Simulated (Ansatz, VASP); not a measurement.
## Zr (Zr(0001), 4 layers): VASP beside Ansatz

One calculation is typed for both programs; each brings its own data sets. How far apart do they land? The structure shown is the start of the Ansatz relaxation below; VASP solves that cell, so the two are compared at the walk's first step.

Program: Ansatz 0.2.0. Level of theory: plane waves, with VASP 6.6.1 beside it; single point at PBE. Results are calculated unless marked as measured.

**1. The structure**

The cell holds 4 atoms: 4 Zr. Cell: a = 3.230 Å, b = 3.230 Å, c = 22.718 Å, α = 90.0°, β = 90.0°, γ = 60.0°. Vacuum lies along c.

**2. Ansatz: relaxation, PBE**

Ansatz runs on its default PAW (the set named soft_2) files.

The two programs are compared at the cell with which this relaxation starts, whose forces are those of its first step.

Contents of input.yaml:

```yaml
crystal:
  lattice:
    - [3.23, 0.0, 0.0]
    - [1.615, 2.7972620542, 0.0]
    - [0.0, 0.0, 22.718085]
  atoms:
    - { symbol: Zr, position: [0.6666666667, 0.6666666667, 0.3301334598] }
    - { symbol: Zr, position: [0.0, 0.0, 0.4433778199] }
    - { symbol: Zr, position: [0.6666666667, 0.6666666667, 0.5566221801] }
    - { symbol: Zr, position: [0.0, 0.0, 0.6698665402] }
kpoints:
  mp_grid: { grid: [12, 12, 1] }
hamiltonian:
  xc: pbe
scf:
  occupations: { method: fermi_dirac, width: 0.1 }
  convergence: { dr2_threshold: 1.0e-08 }
efield:
  axis: 3
  dipole_correction: true
  ramp_position: 0.97
  ramp_width: 0.04
relax:
  f_tol: 0.01
  constraints: [{ sites: [0, 1] }]
output:
  write_potential: true
  write_density: true
  volumetric_format: npy
```

On the command line:

```sh
$ ansatz run input.yaml --threads 4 --pin off --max-ram 8192MiB --backend cpu --events-out ev --progress --plain --runs-dir out
```

Numbers of over 12 decimals in the logs are rounded to 6 here.

The log of the run:

```text
Engine: ansatz 0.2.0, aarch64-unknown-linux-gnu
Pseudopotentials: kind: paw
Pseudopotential: Zr, paw, valence charge 12, recommended cutoff 420 eV (normal), Zr.paw.azcp
Functional definition: PBE
  parameter kappa = 0.804
  parameter beta = 0.066725
  exchange = pbe_x(kappa = kappa, mu = beta*pi^2/3)
  correlation = pbe_c(beta = beta)
Crystal: 4 atoms, lattice volume = 205.261 Å³
Basis set: ecut = 420 eV, 4107 PW (Γ), exchange–correlation on 48×48×320 points (8 copies of the dense FFT grid, shifted against one another)
Bands: 29, of which v1, the nominal top of the filled ones, is band 24 counted from 1 (23 counted from 0)
Symmetry: 6 space group operations
k-points: 19 of 144 (time reversal used)
Non-local potential: Zr, projectors of the file, l = 0: 3, l = 1: 2, l = 2: 2, l = 3: 2
PAW form: soft (Blöchl's): semilocal exchange-correlation on the pseudo side does not see the compensation charge
PAW one-centre angular grid: Zr, 590 points (default); XC on 64 Gauss nodes
Initial density: superposition of atomic densities (neutral atoms: chi_scale 0, normalization atom), corrected by the library's trained network
Initial wavefunctions: pseudopotential atomic-orbital guess
Functional: x = pbe(κ = 0.804, μ = 0.219515), c = pbe(β = 0.066725)
SCF iter   1: F=—  HF=-16733.558052 eV  |F-HF|=—  |Δ(HF+E_count)|=         —  Δρ=4.75e-3  dr2=5.50e-1  ethr=1.77e-3  p=-0.002 e·Å  D=-1.73e-3 V/Å  ΔV_dip=0.04 eV  dr2_dipole=9.77e-3  V_vac-E_F(+/−)=4.16/4.12 eV  ⟨swp⟩=5.1  Hψ=5193  notcnv=0
efield: sawtooth ramp at fractional position 0.9700 (set: `efield.ramp_position`, or a place that a band, a saddle search or an elastic batch's reference lends), width 0.0400; the density the first Hamiltonian is built on has a dipole p = -0.002 e·Å; the dipole correction subtracts the counter field D = -1.73e-3 V/Å, which shifts the + side's vacuum level by +0.04 eV against the − side's; the planar-averaged density in the ramp window peaks in size at 7.4e-5 e/Å³
automatic band count: the SCF goes on with 34 bands, as 29 were too few: the levels above may hold too much charge
preconditioner: auto → LDOS  [metal: Δε(μ)=0.039 eV  Ē_g=3.166 eV  σ=0.100 eV  W_gap=0.10  n_scr=14 (ndim 8)  ℏωp=10.4 eV  f_vac=0.462  D(μ)=7.16/eV (n_scr^D=72)  β→1.0]
SCF iter   2: F=—  HF=-16733.547552 eV  |F-HF|=—  |Δ(HF+E_count)|=   1.05e-2  Δρ=1.15e-3  dr2=7.82e-3  ethr=1.15e-3  p=-0.000 e·Å  D=-1.57e-4 V/Å  ΔV_dip=0.00 eV  dr2_dipole=8.38e-5  V_vac-E_F(+/−)=4.16/4.15 eV  ⟨swp⟩=1.4  Hψ=809  notcnv=0
SCF iter   3: F=—  HF=-16733.547989 eV  |F-HF|=—  |Δ(HF+E_count)|=   4.37e-4  Δρ=4.49e-4  dr2=2.50e-3  ethr=1.63e-5  p=-0.000 e·Å  D=-7.79e-5 V/Å  ΔV_dip=0.00 eV  dr2_dipole=5.87e-6  V_vac-E_F(+/−)=4.18/4.17 eV  ⟨swp⟩=2.8  Hψ=1032  notcnv=0
SCF iter   4: F=—  HF=-16733.547993 eV  |F-HF|=—  |Δ(HF+E_count)|=   3.58e-6  Δρ=1.60e-4  dr2=1.72e-4  ethr=5.20e-6  p=-0.000 e·Å  D=-3.03e-5 V/Å  ΔV_dip=0.00 eV  dr2_dipole=7.61e-9  V_vac-E_F(+/−)=4.17/4.17 eV  ⟨swp⟩=1.4  Hψ=772  notcnv=0
SCF iter   5: F=—  HF=-16733.548006 eV  |F-HF|=—  |Δ(HF+E_count)|=   1.31e-5  Δρ=5.32e-5  dr2=9.16e-6  ethr=3.59e-7  p=-0.000 e·Å  D=-1.20e-5 V/Å  ΔV_dip=0.00 eV  dr2_dipole=1.19e-8  V_vac-E_F(+/−)=4.18/4.18 eV  ⟨swp⟩=2.0  Hψ=837  notcnv=0
SCF iter   6: F=—  HF=-16733.547883 eV  |F-HF|=—  |Δ(HF+E_count)|=   1.23e-4  Δρ=1.81e-5  dr2=1.44e-6  ethr=1.91e-8  p=-0.000 e·Å  D=-1.73e-6 V/Å  ΔV_dip=0.00 eV  dr2_dipole=4.84e-9  V_vac-E_F(+/−)=4.18/4.18 eV  ⟨swp⟩=2.2  Hψ=993  notcnv=0
SCF iter   7: F=—  HF=-16733.547883 eV  |F-HF|=—  |Δ(HF+E_count)|=   5.96e-7  Δρ=5.99e-6  dr2=1.18e-7  ethr=3.00e-9  p=0.000 e·Å  D=2.33e-6 V/Å  ΔV_dip=-0.00 eV  dr2_dipole=6.64e-11  V_vac-E_F(+/−)=4.18/4.18 eV  ⟨swp⟩=2.0  Hψ=900  notcnv=0
SCF iter   8: F=-16733.547884 eV  HF=-16733.547884 eV  |F-HF|=1.75e-8  |Δ(HF+E_count)|=   4.36e-8  Δρ=1.71e-6  dr2=6.58e-9  ethr=2.08e-11  p=0.000 e·Å  D=3.51e-6 V/Å  ΔV_dip=-0.00 eV  dr2_dipole=2.37e-10  V_vac-E_F(+/−)=4.18/4.18 eV  ⟨swp⟩=9.7  Hψ=4276  notcnv=0
SCF 1 converged in 8 iterations: F = -16733.547884 eV  dr2 = 6.58e-9
  greatest PAW one-centre occupation: 0.996 electrons in one spin orbital (limit 2), on the Zr atom at site 3 (counted from 0), in its partial waves of l = 0
relax step   1: F+E_penalty+E_count = -16733.54788355 eV  Δ(F+E_penalty+E_count) = +0.000e0 eV  max|allowed force component| = 6.085e-1 eV/Å  Δτ_max = 0.0000 Å  (8 SCF iters, accepted)
[...]
relax step   4: F+E_penalty+E_count = -16733.58643179 eV  Δ(F+E_penalty+E_count) = -2.344e-4 eV  max|allowed force component| = 3.052e-2 eV/Å  Δτ_max = 0.0111 Å  (7 SCF iters, accepted)
[...]
relax step   5: F+E_penalty+E_count = -16733.58655146 eV  Δ(F+E_penalty+E_count) = -1.197e-4 eV  max|allowed force component| = 5.287e-4 eV/Å  Δτ_max = 0.0097 Å  (7 SCF iters, accepted)
NSCF: frozen V_eff on 19 k-points
the band table was solved once a step of the walk had ended and its energy, with any forces and stress, was formed, with the checks that follow a solve (2912 applications of the Hamiltonian). They found nothing against the state; the energy, forces and stress were not computed again (output.eigenvalues in the input reference)
WARN: The output density's exchange-correlation potential varies sharply where the density is thin. Do not read a vacuum level from v_tot or v_xc, or from such a field of the output density. On a cell that repeats whose density bears no net charge and no dipole along the vacuum's axis use v_es (v_loc + v_h of the components); under efield.dipole_correction with no amplitude use v_es + v_field, which holds any externa [...]
SCF converged after 7 iterations
Free energy (F): -16733.586551 eV
Harris-Foulkes:  -16733.586551 eV  (|F-HF|=4.22e-9)
Internal energy: -16733.365803 eV  (E = F + TS)
E sigma→0 (E₀):  -16733.476177 eV
Entropy (-TS):   -0.220749 eV (-55.187 meV/atom)
Fermi energy:    4.197713 eV
Dipole field:    D = 0.000641 V/Å  (p = 0.000727 e·Å, saw-weighted, corrected)
Work function:   Φ+ = 4.1655 eV   Φ− = 4.1801 eV
Levels:          The Fermi level and band energies are counted from a zero that moves with the ramp; work functions are not
--- Per-component energies (eV) ---
  E_band       = -856.929709
  E_kinetic    = 1325.998690
  E_local      = -29540.861956  (includes V_loc(G=0)·N_el)
  E_nonlocal   = 323.578711
  E_hartree    = 14057.711403
  E_xc         = -642.829950
  E_vxc        = -758.596863  (∫ρ·V_xc dr)
  E_paw        = -11816.668006  (= ΣΔE_a)
  E_vpaw       = -322.475041  (= ΣTr[D̂ρ^β])
  E_aug_tail   = 0.000098  (compensation charges beyond the density's cutoff)
  E_efield     = 0.000000  (sawtooth field / dipole correction)
  E_vefield    = -0.007488  (∫n·V_field dr)
  E_ewald      = 9559.705207
  E_smearing   = -0.220749  (= −TS)
  E_closure    = -0.000000  (closes the sum)
  Σ components = -16733.586551   (vs F -16733.586551, Δ=0.00e0)
--- Forces (eV/Å), atoms counted from 1 ---
  atom   1  Zr     0.00000000    -0.00000000     0.44933493
  atom   2  Zr    -0.00000000     0.00000000    -0.45028030
  atom   3  Zr    -0.00000000    -0.00000000     0.00052866
  atom   4  Zr     0.00000000     0.00000000     0.00041837
  max |Σ_I F_I| component: 1.67e-6 eV/Å
--- Band table (eV; the first three rows and the last of 19) ---
  k-point 0: bands = [... 20 lower, 3.9511, 4.2513, 4.7651, 4.8342, 4.9708, 4.9708, 5.0628, 5.0628, ... 6 higher]
  k-point 1: bands = [... 20 lower, 3.8559, 4.2329, 4.5398, 4.5958, 4.8299, 4.9539, 5.1180, 5.1857, ... 6 higher]
  k-point 2: bands = [... 20 lower, 3.5507, 3.8956, 4.0570, 4.3312, 4.4787, 4.6270, 5.0219, 5.2551, ... 6 higher]
  k-point 18: bands = [... 20 lower, 3.1562, 3.3800, 3.4492, 4.2443, 4.2565, 4.3097, 4.3619, 4.4715, ... 6 higher]
--- Relaxed structure (5 steps of the walk, 5 accepted, 0 SCFs on fresh bases) ---
  F+E_penalty+E_count = -16733.58655146 eV   max|allowed force component| = 5.287e-4 eV/Å
  atoms:
    - { symbol: Zr, position: [0.666667, 0.666667, 0.3301334598] }
    - { symbol: Zr, position: [0.0, 0.0, 0.443378] }
    - { symbol: Zr, position: [0.666667, 0.666667, 0.560938] }
    - { symbol: Zr, position: [-1.925745129250369e-18, 0, 0.668387] }
```

**3. VASP: single point, PBE, start cell**

The same cell, functional, mesh and smearing now go to VASP, with its own data sets.

Lines of VASP's logs that name or quote its potential files are left out, and so is its time.

Contents of INCAR:

```
SYSTEM = Zr
PREC = Accurate
ENCUT = 400
EDIFF = 1E-06
NELM = 120
ISMEAR = -1
SIGMA = 0.1
LREAL = .FALSE.
ALGO = Normal
GGA = PE
NBANDS = 30
LASPH = .TRUE.
LORBIT = 11
LWAVE = .FALSE.
LCHARG = .FALSE.
ISIF = 2
LDIPOL = .TRUE.
IDIPOL = 3
DIPOL = 0.5 0.5 0.5
LVHAR = .TRUE.
GGA_COMPAT = .FALSE.
NELMDL = -8
```

Contents of POSCAR:

```
Zr
1.0
    3.2300000000      0.0000000000      0.0000000000
    1.6150000000      2.7972620542      0.0000000000
    0.0000000000      0.0000000000     22.7180850000
Zr
4
Direct
    0.6666667987      0.6666666006      0.3301334598
    0.0000001321      0.9999999340      0.4433778199
    0.6666667987      0.6666666006      0.5566221801
    0.0000001321      0.9999999340      0.6698665402
```

Contents of KPOINTS:

```
Automatic mesh
0
Gamma
12 12 1
0 0 0
```

PAW data sets: Zr_sv (PBE family, release 64).

On the command line:

```sh
$ mpirun -np 1 vasp_std
```

The log of the run:

```text
[banner, memory and clock lines left out]
running    1 mpi-ranks, on    1 nodes
 distrk:  each k-point on    1 cores,    1 groups
 distr:  one band on    1 cores,    1 groups

 POSCAR found type information on POSCAR Zr
 POSCAR found :  1 types and       4 ions
 LDA part: xc-table for (Slater+PW92), standard interpolation
 POSCAR, INCAR and KPOINTS ok, starting setup
 FFT: planning ... GRIDC
 FFT: planning ... GRID_SOFT
 FFT: planning ... GRID
 WAVECAR not read
 entering main loop
       N       E                     dE             d eps       ncg     rms          rms(c)
DAV:   1     0.377264753099E+03    0.37726E+03   -0.23329E+04  1484   0.119E+03
DAV:   2     0.496476571575E+01   -0.37230E+03   -0.36277E+03  1376   0.374E+02
DAV:   3    -0.318008492963E+02   -0.36766E+02   -0.35875E+02  1954   0.704E+01
DAV:   4    -0.352315475740E+02   -0.34307E+01   -0.33900E+01  1736   0.242E+01
DAV:   5    -0.355003470837E+02   -0.26880E+00   -0.26804E+00  1746   0.532E+00
DAV:   6    -0.355059751904E+02   -0.56281E-02   -0.56095E-02  1686   0.880E-01
DAV:   7    -0.355062700975E+02   -0.29491E-03   -0.29381E-03  1634   0.163E-01
DAV:   8    -0.355062874068E+02   -0.17309E-04   -0.17255E-04  1462   0.337E-02    0.196E+01
DAV:   9    -0.421587930888E+02   -0.66525E+01   -0.67602E+01  1490   0.309E+01    0.134E+01
DAV:  10    -0.355382816381E+02    0.66205E+01   -0.63821E+01  1448   0.218E+01    0.970E+00
DAV:  11    -0.322308132795E+02    0.33075E+01   -0.14689E+01  1558   0.117E+01    0.255E+00
DAV:  12    -0.322928538196E+02   -0.62041E-01   -0.89128E-01  1652   0.300E+00    0.189E+00
DAV:  13    -0.322970868964E+02   -0.42331E-02   -0.33133E-02  1664   0.695E-01    0.170E+00
DAV:  14    -0.322942525554E+02    0.28343E-02   -0.76930E-02  1262   0.219E+00    0.640E-01
[...]
DAV:  20    -0.322935623599E+02    0.27951E-04   -0.82055E-05  1582   0.515E-02    0.653E-03
DAV:  21    -0.322935775255E+02   -0.15166E-04   -0.14020E-05  1262   0.207E-02    0.583E-03
DAV:  22    -0.322936145219E+02   -0.36996E-04   -0.75058E-06  1030   0.119E-02    0.471E-03
DAV:  23    -0.322936487396E+02   -0.34218E-04   -0.26388E-06   950   0.508E-03    0.254E-03
DAV:  24    -0.322936691990E+02   -0.20459E-04   -0.94188E-07   790   0.553E-03    0.162E-03
DAV:  25    -0.322936743869E+02   -0.51878E-05   -0.24788E-07   708   0.192E-03    0.779E-04
DAV:  26    -0.322936763793E+02   -0.19924E-05   -0.13639E-07   692   0.107E-03    0.238E-04
DAV:  27    -0.322936768604E+02   -0.48111E-06   -0.59040E-08   684   0.818E-04
   1 F= -.32293677E+02 E0= -.32176972E+02  d E =-.233409E+00
```

Parts of OUTCAR (step 3):

```text
ion  position               nearest neighbor table
   1  0.667  0.667  0.330-   2 3.18   2 3.18   2 3.18
   2  0.000  1.000  0.443-   1 3.18   1 3.18   1 3.18   3 3.18   3 3.18   3 3.18
   3  0.667  0.667  0.557-   4 3.18   4 3.18   4 3.18   2 3.18   2 3.18   2 3.18
   4  0.000  1.000  0.670-   3 3.18   3 3.18   3 3.18

  LATTYP: Found a hexagonal cell.
 ALAT       =     3.2300000000
 C/A-ratio  =     7.0334628483

 Subroutine GETGRP returns: Found 12 space group operations
 (whereof  6 operations were pure point group operations)

The static configuration has the point symmetry C_3v.
 The point group associated with its full space group is D_3d.

 Found     19 irreducible k-points:

   k-points           NKPTS =     19   k-points in BZ     NKDIM =     19   number of bands    NBANDS=     30

   dimension x,y,z NGX =    24 NGY =   24 NGZ =  150
   dimension x,y,z NGXF=    48 NGYF=   48 NGZF=  300

   ENCUT  =  400.0 eV  29.40 Ry    5.42 a.u.   5.27  5.27 37.05*2*pi/ulx,y,z

   NELECT =      48.0000    total number of electrons

 k-points in reciprocal lattice and weights: Automatic mesh
   0.00000000  0.00000000  0.00000000       0.007
   0.08333333 -0.00000000  0.00000000       0.042
   0.16666667  0.00000000  0.00000000       0.042
   0.25000000 -0.00000000  0.00000000       0.042
   0.33333333  0.00000000  0.00000000       0.042
   0.41666667  0.00000000  0.00000000       0.042
   0.50000000 -0.00000000  0.00000000       0.021
   0.16666667  0.08333333  0.00000000       0.042
   0.25000000  0.08333333  0.00000000       0.083
[...]
-0.41666667  0.25000000  0.00000000       0.083
  -0.33333333  0.33333333  0.00000000       0.014

 dipolmoment           0.000000      0.000000      0.000000 electrons x Angstroem

 average (electrostatic) potential at core
       1 -81.9846       2 -81.5796       3 -81.5796       4 -81.9846

 E-fermi :   1.9175

 k-point     1 :       0.0000    0.0000    0.0000
  band No.  band energies     occupation
    ...
     18      -2.4545      2.00000
     19      -1.5495      2.00000
     20      -1.0836      2.00000
     21       1.7813      1.59198
     22       1.9740      0.72484
     23       2.3455      0.02729
     24       2.7373      0.00055
     25       2.7514      0.00048
     26       2.7514      0.00048
     27       2.7951      0.00031
    ...

 k-point     2 :       0.0833   -0.0000    0.0000
  band No.  band energies     occupation
    ...
     18      -2.2706      2.00000
     19      -1.3601      2.00000
     20      -0.8966      2.00000
     21       1.7099      1.77696
     22       1.9753      0.71885
     23       2.1520      0.17487
     24       2.4076      0.01476
     25       2.5553      0.00339
     26       2.6008      0.00215
     27       2.8547      0.00017
    ...

 k-point     3 :       0.1667    0.0000    0.0000
  band No.  band energies     occupation
    ...
     20      -0.4095      2.00000
     21       1.4111      1.98743
     22       1.5926      1.92523
     23       1.8576      1.29048
     24       2.0205      0.52589
     25       2.2139      0.09813
     26       2.2339      0.08110
     27       2.7297      0.00059
     28       2.9877      0.00004
     29       3.2456      0.00000
    ...

  Total       -2.1591259     -2.1591259     -1.5035217      0.0000000     -0.0000000      0.0000000
  in kB      -16.8531522    -16.8531522    -11.7358053      0.0000000     -0.0000000      0.0000000
  external PRESSURE =     -15.1473699 kB  Pullay stress =       0.0000000 kB

  energy-cutoff  :      400.00
  volume of cell :      205.26
      direct lattice vectors                 reciprocal lattice vectors
     3.230000000  0.000000000  0.000000000     0.309597523 -0.178746213  0.000000000
     1.615000000  2.797262054  0.000000000     0.000000000  0.357492427  0.000000000
     0.000000000  0.000000000 22.718085000     0.000000000  0.000000000  0.044017795

 POSITION                                       TOTAL-FORCE (eV/Angst)
 -----------------------------------------------------------------------------------
      3.23000      1.86484      7.50000         0.000000      0.000000      0.377781
      1.61500      2.79726     10.07269         0.000000      0.000000     -0.610459
      3.23000      1.86484     12.64539        -0.000000      0.000000      0.610459
      1.61500      2.79726     15.21808        -0.000000      0.000000     -0.377781
 -----------------------------------------------------------------------------------
    total drift:                               -0.002154      0.001243      0.000057

  FREE ENERGIE OF THE ION-ELECTRON SYSTEM (eV)
  ---------------------------------------------------
  free  energy   TOTEN  =       -32.2936768604 eV

  energy  without entropy=      -32.0602674626  energy(sigma->0) =      -32.17697216

 vacuum level on the upper side and lower side of the slab         6.096         6.096

 total charge
# of ion       s       p       d       tot
------------------------------------------
    1        2.237   5.931   1.611   9.779
    2        2.232   5.961   1.625   9.818
    3        2.232   5.961   1.625   9.818
    4        2.237   5.931   1.611   9.779
--------------------------------------------------
tot          8.938  23.783   6.473  39.193

[... 3 further parts left out ...]
```

**4. Comparison**

Known differences besides the potentials themselves: the cutoff is 420 eV in Ansatz and 400 eV in VASP. Total energies have different zeros and are not compared.

Forces (eV/Å; atoms numbered as in POSCAR):

```
atom        Ansatz x, y, z          VASP x, y, z
 Zr1   0.000, 0.000, 0.381   0.000, 0.000, 0.378
 Zr2  0.000, 0.000, -0.609  0.000, 0.000, -0.610
 Zr3   0.000, 0.000, 0.609   0.000, 0.000, 0.610
 Zr4  0.000, 0.000, -0.381  0.000, 0.000, -0.378
```

The forces differ by 1.5 meV/Å r.m.s., which is 0.5 % of the r.m.s. force of 0.293 eV/Å (both taken over all components). With vacuum in the cell, a pressure given here is an average over mostly empty space and none of the material.

**5. Summary of results**

```json
{"r.m.s. force difference (single point, PBE, start cell)": "0.52 % of the r.m.s. force"}
```

**Reading.** The r.m.s. force difference is 0.52 % of the r.m.s. force (single point, PBE, start cell), within the 3 % picked in this series as the mark of a large difference. 1 further run of this series is not shown here. Such differences can come from data sets, numerical settings and the points named under the comparisons, not from the functional's error against experiment.

[Lines on the potential files, build, host, timing and source positions are cut from VASP's logs without a mark.]

[Logs are printed without paths, hosts, clocks, repeated set-up lines and the standing remarks that a program may print on its own settings, such as how far it seeks lower states.]

[Hosts, paths, dates, database ids (printed as entryN), source tags and the programs' standing remarks are cut or masked in the printed files.]
